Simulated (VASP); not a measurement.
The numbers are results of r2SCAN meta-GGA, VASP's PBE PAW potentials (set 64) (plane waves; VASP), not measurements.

VASP input:

File KPOINTS:
```
kpoints
0
gamma
  5 3 1
```

File POSCAR:
```
BaS(110) slab
1.0
  4.5614992654   0.0000000000   0.0000000000
  0.0000000000   6.4509345996   0.0000000000
  0.0000000000   0.0000000000  24.2660385066
Ba S
4 4
Cartesian
  0.0000000000   0.0000000000   8.7118960805
  2.2807496327   3.2254672998  10.9926367737
  0.0000000000   0.0000000000  13.2734017329
  2.2807496327   3.2254672998  15.5541424261
  2.2807496327   0.0000000000  10.9926367737
  0.0000000000   3.2254672998   8.7118960805
  2.2807496327   0.0000000000  15.5541424261
  0.0000000000   3.2254672998  13.2734017329
```

### INCAR
```
SYSTEM = BaS(110) slab
PREC = Normal; ENCUT = 400; LREAL = F
LASPH = T
EDIFF = 1E-5; NELM = 100; NELMIN = 4
ALGO = Normal; LMAXMIX = 4; LMIXTAU = T
ISMEAR = 0; SIGMA = 0.05
METAGGA = R2SCAN
IBRION = 2; NSW = 50; ISIF = 2
EDIFFG = -0.03
LWAVE = T; LCHARG = F
DIPOL = 0.5 0.5 0.5
LDIPOL = T; IDIPOL = 3
```

POTCAR, in this order: Ba_sv S (PBE.64 set). Program: vasp_std.

Output

**OSZICAR**
```
...
DAV:   5    -0.154191382839E+03   -0.55066E-03   -0.18828E-04   428   0.712E-02    0.130E-02
DAV:   6    -0.154191589617E+03   -0.20678E-03   -0.12166E-04   420   0.426E-02    0.138E-02
DAV:   7    -0.154191610176E+03   -0.20559E-04   -0.23564E-05   420   0.313E-02    0.279E-03
DAV:   8    -0.154191639977E+03   -0.29801E-04   -0.24187E-05   372   0.278E-02    0.405E-03
DAV:   9    -0.154191642535E+03   -0.25577E-05   -0.49231E-06   280   0.145E-02
   6 F= -.15419164E+03 E0= -.15419164E+03  d E =-.323564E-02
       N       E                     dE             d eps       ncg     rms          rms(c)
DAV:   1    -0.154190012360E+03    0.16276E-02   -0.92864E-01   462   0.266E+00    0.638E-01
DAV:   2    -0.154186668004E+03    0.33444E-02   -0.40590E-02   526   0.707E-01    0.213E-01
DAV:   3    -0.154191772047E+03   -0.51040E-02   -0.29635E-03   480   0.240E-01    0.179E-01
DAV:   4    -0.154191735713E+03    0.36334E-04   -0.19314E-03   524   0.177E-01    0.758E-02
DAV:   5    -0.154192909055E+03   -0.11733E-02   -0.43146E-04   482   0.109E-01    0.218E-02
DAV:   6    -0.154193266727E+03   -0.35767E-03   -0.23238E-04   476   0.613E-02    0.205E-02
DAV:   7    -0.154193322673E+03   -0.55946E-04   -0.50824E-05   384   0.480E-02    0.434E-03
DAV:   8    -0.154193399331E+03   -0.76658E-04   -0.66246E-05   372   0.459E-02    0.487E-03
DAV:   9    -0.154193403275E+03   -0.39436E-05   -0.10700E-05   354   0.218E-02
   7 F= -.15419340E+03 E0= -.15419340E+03  d E =-.499638E-02
       N       E                     dE             d eps       ncg     rms          rms(c)
DAV:   1    -0.154190480659E+03    0.29187E-02   -0.71057E-01   456   0.318E+00    0.376E-01
DAV:   2    -0.154188889103E+03    0.15916E-02   -0.28040E-02   456   0.785E-01    0.138E-01
DAV:   3    -0.154193137330E+03   -0.42482E-02   -0.16693E-03   528   0.216E-01    0.102E-01
DAV:   4    -0.154194386396E+03   -0.12491E-02   -0.64628E-04   468   0.134E-01    0.538E-02
DAV:   5    -0.154195677430E+03   -0.12910E-02   -0.62872E-04   462   0.130E-01    0.195E-02
DAV:   6    -0.154195744324E+03   -0.66893E-04   -0.23209E-04   456   0.941E-02    0.188E-02
DAV:   7    -0.154195762508E+03   -0.18184E-04   -0.16818E-05   384   0.256E-02    0.177E-02
DAV:   8    -0.154195795791E+03   -0.33283E-04   -0.40909E-06   282   0.141E-02    0.130E-02
DAV:   9    -0.154195967369E+03   -0.17158E-03   -0.98911E-05   408   0.613E-02    0.563E-03
DAV:  10    -0.154195990062E+03   -0.22693E-04   -0.68102E-06   324   0.186E-02    0.321E-03
DAV:  11    -0.154195996782E+03   -0.67204E-05   -0.17571E-06   264   0.913E-03
   8 F= -.15419600E+03 E0= -.15419600E+03  d E =-.259351E-02
       N       E                     dE             d eps       ncg     rms          rms(c)
DAV:   1    -0.154169181081E+03    0.26809E-01   -0.36759E+00   468   0.724E+00    0.896E-01
DAV:   2    -0.154173819578E+03   -0.46385E-02   -0.13903E-01   456   0.176E+00    0.331E-01
DAV:   3    -0.154189984682E+03   -0.16165E-01   -0.76927E-03   544   0.471E-01    0.245E-01
DAV:   4    -0.154193039537E+03   -0.30549E-02   -0.27430E-03   498   0.282E-01    0.122E-01
DAV:   5    -0.154197829317E+03   -0.47898E-02   -0.28424E-03   456   0.282E-01    0.427E-02
DAV:   6    -0.154197974585E+03   -0.14527E-03   -0.85915E-04   472   0.178E-01    0.427E-02
DAV:   7    -0.154198023041E+03   -0.48456E-04   -0.35951E-05   470   0.277E-02    0.416E-02
DAV:   8    -0.154198024617E+03   -0.15754E-05   -0.23551E-06   330   0.781E-03
   9 F= -.15419802E+03 E0= -.15419802E+03  d E =-.462134E-02
       N       E                     dE             d eps       ncg     rms          rms(c)
DAV:   1    -0.154191656967E+03    0.63661E-02   -0.71867E-01   462   0.321E+00    0.392E-01
DAV:   2    -0.154191527396E+03    0.12957E-03   -0.29985E-02   464   0.804E-01    0.148E-01
DAV:   3    -0.154195671323E+03   -0.41439E-02   -0.17768E-03   552   0.218E-01    0.110E-01
DAV:   4    -0.154197053480E+03   -0.13822E-02   -0.54955E-04   510   0.121E-01    0.541E-02
DAV:   5    -0.154198181026E+03   -0.11275E-02   -0.95214E-04   456   0.145E-01    0.184E-02
DAV:   6    -0.154198320978E+03   -0.13995E-03   -0.11329E-04   466   0.612E-02    0.199E-02
DAV:   7    -0.154198403528E+03   -0.82550E-04   -0.43048E-05   376   0.444E-02    0.137E-02
DAV:   8    -0.154198417930E+03   -0.14402E-04   -0.15824E-04   440   0.601E-02    0.903E-03
DAV:   9    -0.154198556679E+03   -0.13875E-03   -0.26741E-05   364   0.327E-02    0.102E-02
DAV:  10    -0.154198576060E+03   -0.19381E-04   -0.17414E-06   324   0.844E-03    0.732E-03
DAV:  11    -0.154198635824E+03   -0.59764E-04   -0.70052E-06   264   0.171E-02    0.281E-03
DAV:  12    -0.154198740754E+03   -0.10493E-03   -0.15579E-05   312   0.225E-02    0.397E-03
DAV:  13    -0.154198760217E+03   -0.19463E-04   -0.24431E-06   276   0.123E-02    0.352E-03
DAV:  14    -0.154198773603E+03   -0.13386E-04   -0.12347E-06   288   0.825E-03    0.115E-03
DAV:  15    -0.154198843346E+03   -0.69743E-04   -0.13302E-05   324   0.208E-02    0.236E-03
DAV:  16    -0.154198853614E+03   -0.10268E-04   -0.14645E-06   312   0.877E-03    0.159E-03
DAV:  17    -0.154198856463E+03   -0.28490E-05   -0.60764E-07   282   0.512E-03
  10 F= -.15419886E+03 E0= -.15419886E+03  d E =-.545319E-02
       N       E                     dE             d eps       ncg     rms          rms(c)
DAV:   1    -0.154198055065E+03    0.79855E-03   -0.11782E-01   456   0.130E+00    0.147E-01
DAV:   2    -0.154197541612E+03    0.51345E-03   -0.75535E-03   472   0.447E-01    0.513E-02
DAV:   3    -0.154198549015E+03   -0.10074E-02   -0.71647E-04   464   0.185E-01    0.416E-02
DAV:   4    -0.154198805829E+03   -0.25681E-03   -0.20574E-03   456   0.297E-01    0.196E-02
DAV:   5    -0.154198745078E+03    0.60752E-04   -0.42056E-04   456   0.136E-01    0.759E-03
DAV:   6    -0.154198959263E+03   -0.21419E-03   -0.45168E-04   456   0.137E-01    0.761E-03
DAV:   7    -0.154198999438E+03   -0.40175E-04   -0.16919E-05   330   0.256E-02    0.632E-03
DAV:   8    -0.154198928888E+03    0.70550E-04   -0.32836E-05   328   0.433E-02    0.330E-03
DAV:   9    -0.154199003228E+03   -0.74340E-04   -0.67367E-05   376   0.550E-02    0.194E-03
DAV:  10    -0.154198984335E+03    0.18893E-04   -0.22665E-05   312   0.326E-02    0.222E-03
DAV:  11    -0.154198993832E+03   -0.94973E-05   -0.20927E-06   306   0.986E-03
  11 F= -.15419899E+03 E0= -.15419899E+03  d E =-.559056E-02
       N       E                     dE             d eps       ncg     rms          rms(c)
DAV:   1    -0.154198919776E+03    0.64558E-04   -0.10237E-02   456   0.383E-01    0.427E-02
DAV:   2    -0.154198361387E+03    0.55839E-03   -0.11411E-03   464   0.167E-01    0.146E-02
DAV:   3    -0.154198745812E+03   -0.38443E-03   -0.97408E-05   408   0.621E-02    0.122E-02
DAV:   4    -0.154198952844E+03   -0.20703E-03   -0.38125E-04   456   0.127E-01    0.628E-03
DAV:   5    -0.154198950165E+03    0.26794E-05   -0.50223E-05   360   0.443E-02
  12 F= -.15419895E+03 E0= -.15419895E+03  d E =-.554689E-02
       N       E                     dE             d eps       ncg     rms          rms(c)
DAV:   1    -0.154198052480E+03    0.90036E-03   -0.14919E-01   456   0.141E+00    0.164E-01
DAV:   2    -0.154198688386E+03   -0.63591E-03   -0.54010E-03   504   0.368E-01    0.549E-02
DAV:   3    -0.154199225998E+03   -0.53761E-03   -0.91491E-04   504   0.171E-01    0.432E-02
DAV:   4    -0.154199130033E+03    0.95965E-04   -0.30659E-04   488   0.901E-02    0.159E-02
DAV:   5    -0.154199269302E+03   -0.13927E-03   -0.62718E-05   372   0.499E-02    0.589E-03
DAV:   6    -0.154199237920E+03    0.31382E-04   -0.20992E-05   324   0.314E-02    0.565E-03
DAV:   7    -0.154199295305E+03   -0.57385E-04   -0.16206E-05   312   0.253E-02    0.240E-03
DAV:   8    -0.154199313347E+03   -0.18042E-04   -0.41598E-06   276   0.128E-02    0.792E-04
DAV:   9    -0.154199318487E+03   -0.51404E-05   -0.25115E-06   264   0.105E-02
  13 F= -.15419932E+03 E0= -.15419932E+03  d E =-.368323E-03
```

**OUTCAR**
```
------------------------ aborting loop because EDIFF is reached ----------------------------------------
  FORCE on cell =-STRESS in cart. coord.  units (eV):
  Direction    XX          YY          ZZ          XY          YZ          ZX
  --------------------------------------------------------------------------------------
  Total        2.9526028     -5.3201475     -0.0005999      0.0000000      0.0000000      0.0000000
  in kB        6.6250091    -11.9372730     -0.0013461      0.0000000      0.0000000      0.0000000
  external PRESSURE =      -1.7712033 kB  Pullay stress =       0.0000000 kB
  volume of cell :      714.05
      direct lattice vectors                 reciprocal lattice vectors
     4.561499265  0.000000000  0.000000000     0.219226167  0.000000000  0.000000000
     0.000000000  6.450934600  0.000000000     0.000000000  0.155016298  0.000000000
     0.000000000  0.000000000 24.266038507     0.000000000  0.000000000  0.041209858
 POSITION                                       TOTAL-FORCE (eV/Angst)
 -----------------------------------------------------------------------------------
      0.00000      0.00000      8.84943         0.000000      0.000000     -0.005151
      2.28075      3.22547     10.90219         0.000000      0.000000      0.001666
      0.00000      0.00000     13.36384         0.000000      0.000000     -0.001666
      2.28075      3.22547     15.41661         0.000000      0.000000      0.005151
      2.28075      0.00000     10.87037         0.000000      0.000000      0.005405
      0.00000      3.22547      8.85800         0.000000      0.000000      0.000536
      2.28075      0.00000     15.40804         0.000000      0.000000     -0.000536
      0.00000      3.22547     13.39567         0.000000      0.000000     -0.005405
 -----------------------------------------------------------------------------------
    total drift:                                0.000000     -0.000000      0.000000
  FREE ENERGIE OF THE ION-ELECTRON SYSTEM (eV)
  ---------------------------------------------------
  free  energy   TOTEN  =      -154.1993184873 eV

  energy  without entropy=     -154.1993184873  energy(sigma->0) =     -154.19931849

 reached required accuracy - stopping structural energy minimisation
```
(Selected blocks of OUTCAR.)

### CONTCAR
```
BaS(110) slab
   1.00000000000000
     4.5614992654000002    0.0000000000000000    0.0000000000000000
     0.0000000000000000    6.4509345996000000    0.0000000000000000
     0.0000000000000000    0.0000000000000000   24.2660385066000011
  Ba              S
     4     4
Direct
     0.0000000000000000    0.0000000000000000    0.3646836333319721
     0.5000000000000000    0.5000000000000000    0.4492779017312826
     0.0000000000000000    0.0000000000000000    0.5507220982687172
     0.5000000000000000    0.5000000000000000    0.6353163666680279
     0.5000000000000000    0.0000000000000000    0.4479664351084527
     0.0000000000000000    0.5000000000000000    0.3650368916333722
     0.5000000000000000    0.0000000000000000    0.6349631083666278
     0.0000000000000000    0.5000000000000000    0.5520335648915472
```

The cell is a thin slab with vacuum, built from BaS (rock salt): (110) face.
